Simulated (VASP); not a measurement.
Computed with LDA (Ceperley-Alder, Perdew-Zunger), VASP's LDA PAW potentials (set 64) (plane waves; VASP).

VASP ran on this input.

POSCAR:
```
GaN
1
    1.5361931968    -2.6607646296     0.0000000000
    1.5361931968     2.6607646296     0.0000000000
    0.0000000000    -0.0000000000     5.0060262089
Ga N
2 2
Direct
  0.6666670000   0.3333330000   0.5002450208
  0.3333330000   0.6666670000   0.0002450208
  0.6666670000   0.3333330000   0.8767549792
  0.3333330000   0.6666670000   0.3767549792
```

### KPOINTS
```
Automatic mesh
0
Gamma
8 8 5
0 0 0
```

### INCAR
```
# general
SYSTEM  = GaN
PREC    = Accurate
ENCUT   = 620   # plane-wave cut-off (eV)
LREAL   = .FALSE.   # projection in real space or not
LASPH   = .TRUE.   # aspherical one-centre terms

# electronic loop
EDIFF   = 1E-6
NELM    = 100
ALGO    = Normal
LMAXMIX = 4

# smearing
ISMEAR  = 0
SIGMA   = 0.05   # width (eV)

# ions
IBRION  = 2   # conjugate gradients
NSW     = 40   # most ionic steps
ISIF    = 3   # ions, shape and volume
EDIFFG  = -0.02
PSTRESS = 200   # kbar

# output
LWAVE   = .FALSE.
LCHARG  = .FALSE.
```

POTCAR, in this order: Ga_d N (LDA.64 set). Program: vasp_std.

The resulting files:

File OUTCAR:
```
 ion  position               nearest neighbor table
   1  0.667  0.333  0.500-   4 1.88   4 1.88   4 1.88   3 1.88
   2  0.333  0.667  0.000-   3 1.88   3 1.88   3 1.88   4 1.88
   3  0.667  0.333  0.877-   2 1.88   2 1.88   2 1.88   1 1.88
   4  0.333  0.667  0.377-   1 1.88   1 1.88   1 1.88   2 1.88
  LATTYP: Found a hexagonal cell.
 ALAT       =     3.0723863611
 C/A-ratio  =     1.6293609008
 Subroutine PRICEL returns:
 Original cell was already a primitive cell.
 Subroutine GETGRP returns: Found 12 space group operations
The static configuration has the point symmetry C_3v.
 The point group associated with its full space group is C_6v.
The dynamic configuration has the point symmetry C_3v.
 Subroutine INISYM returns: Found 12 space group operations
 Subroutine IBZKPT returns following result:
 Found     30 irreducible k-points:

 Following reciprocal coordinates:
            Coordinates               Weight
  0.000000  0.000000  0.000000      1.000000
  0.125000  0.000000  0.000000      6.000000
  0.250000  0.000000  0.000000      6.000000
  0.375000 -0.000000  0.000000      6.000000
  0.500000  0.000000  0.000000      3.000000
...
```

**OSZICAR**
```
       N       E                     dE             d eps       ncg     rms          rms(c)
DAV:   1     0.301025736973E+03    0.30103E+03   -0.20465E+04  1374   0.352E+03
DAV:   2     0.663501057170E+01   -0.29439E+03   -0.28455E+03  1444   0.579E+02
DAV:   3    -0.308413700805E+02   -0.37476E+02   -0.37175E+02  1524   0.166E+02
DAV:   4    -0.321983366574E+02   -0.13570E+01   -0.13534E+01  1786   0.332E+01
DAV:   5    -0.322206958267E+02   -0.22359E-01   -0.22349E-01  1498   0.393E+00    0.113E+01
DAV:   6    -0.277110327859E+02    0.45097E+01   -0.15648E+01  2446   0.647E+01    0.318E+00
DAV:   7    -0.277685684577E+02   -0.57536E-01   -0.18743E+00  1458   0.104E+01    0.266E+00
DAV:   8    -0.277278926130E+02    0.40676E-01   -0.30734E-01  2386   0.886E+00    0.868E-01
DAV:   9    -0.277052563425E+02    0.22636E-01   -0.12063E-01  2416   0.624E+00    0.246E-01
DAV:  10    -0.277060271647E+02   -0.77082E-03   -0.53979E-03  1674   0.851E-01    0.858E-02
DAV:  11    -0.277058096084E+02    0.21756E-03   -0.12080E-03  2172   0.724E-01    0.140E-02
DAV:  12    -0.277058246368E+02   -0.15028E-04   -0.15622E-04  1476   0.103E-01    0.126E-02
DAV:  13    -0.277058204000E+02    0.42367E-05   -0.12384E-05  1824   0.422E-02    0.482E-03
DAV:  14    -0.277058206072E+02   -0.20710E-06   -0.41148E-06  1438   0.151E-02
   1 F= -.22597304E+02 E0= -.22597304E+02  d E =-.225973E+02
```

File OUTCAR:
```
------------------------ aborting loop because EDIFF is reached ----------------------------------------
  FORCE on cell =-STRESS in cart. coord.  units (eV):
  Direction    XX          YY          ZZ          XY          YZ          ZX
  --------------------------------------------------------------------------------------
  Total        5.0500965      5.0500963      5.0895046      0.0000000     -0.0000000      0.0000000
  in kB      197.7128272    197.7128216    199.2556659      0.0000000     -0.0000000      0.0000000
  external PRESSURE =      -1.7728951 kB  Pullay stress =     200.0000000 kB
  volume of cell :       40.92
      direct lattice vectors                 reciprocal lattice vectors
     1.536193197 -2.660764630  0.000000000     0.325479895 -0.187915907  0.000000000
     1.536193197  2.660764630  0.000000000     0.325479895  0.187915907  0.000000000
     0.000000000  0.000000000  5.006026209     0.000000000  0.000000000  0.199759242
  FREE ENERGIE OF THE ION-ELECTRON SYSTEM (eV)
  ---------------------------------------------------
  free  energy   TOTEN  =       -27.7058206072 eV

  energy  without entropy=      -27.7058206072  energy(sigma->0) =      -27.70582061
  enthalpy is  TOTEN    =       -22.5973038289 eV   P V=        5.1085167782

 reached required accuracy - stopping structural energy minimisation
```
(Selected blocks of OUTCAR.)

File OUTCAR:
```
 val. band max:        6.3608599424   @ k =   0.0000   0.0000   0.0000

 cond. band min:       9.0277312668   @ k =   0.0000   0.0000   0.0000


 Fermi energy:         6.5963189896

 k-point     1 :       0.0000    0.0000    0.0000
  band No.  band energies     occupation
      1     -10.5098      2.00000
      2      -9.2614      2.00000
      3      -7.3441      2.00000
      4      -7.3242      2.00000
      5      -7.3242      2.00000
      6      -7.2393      2.00000
      7      -7.2393      2.00000
      8      -6.9696      2.00000
      9      -6.9696      2.00000
     10      -6.8349      2.00000
     11      -6.8348      2.00000
     12      -5.4804      2.00000
     13      -1.5538      2.00000
     14       5.1702      2.00000
     15       5.1703      2.00000
     16       6.3001      2.00000
     17       6.3608      2.00000
     18       6.3609      2.00000
     19       9.0277      0.00000
     20      11.2570      0.00000
     21      16.0211      0.00000
     22      16.7049      0.00000

 k-point     2 :       0.1250    0.0000    0.0000
  band No.  band energies     occupation
      1     -10.3230      2.00000
      2      -9.2082      2.00000
      3      -7.3249      2.00000
      4      -7.2949      2.00000
      5      -7.2813      2.00000
      6      -7.2163      2.00000
      7      -7.1982      2.00000
      8      -6.9887      2.00000
      9      -6.9712      2.00000
     10      -6.8737      2.00000
     11      -6.8301      2.00000
     12      -5.3519      2.00000
     13      -1.3016      2.00000
     14       4.0300      2.00000
     15       4.8092      2.00000
     16       5.2578      2.00000
     17       6.1185      2.00000
     18       6.2004      2.00000
     19       9.9674      0.00000
     20      12.1314      0.00000
     21      15.3492      0.00000
     22      15.9025      0.00000

 k-point     3 :       0.2500    0.0000    0.0000
  band No.  band energies     occupation
      1      -9.8643      2.00000
...
```

The compound is GaN in the wurtzite structure. It was relaxed first under an external pressure of 20 GPa.
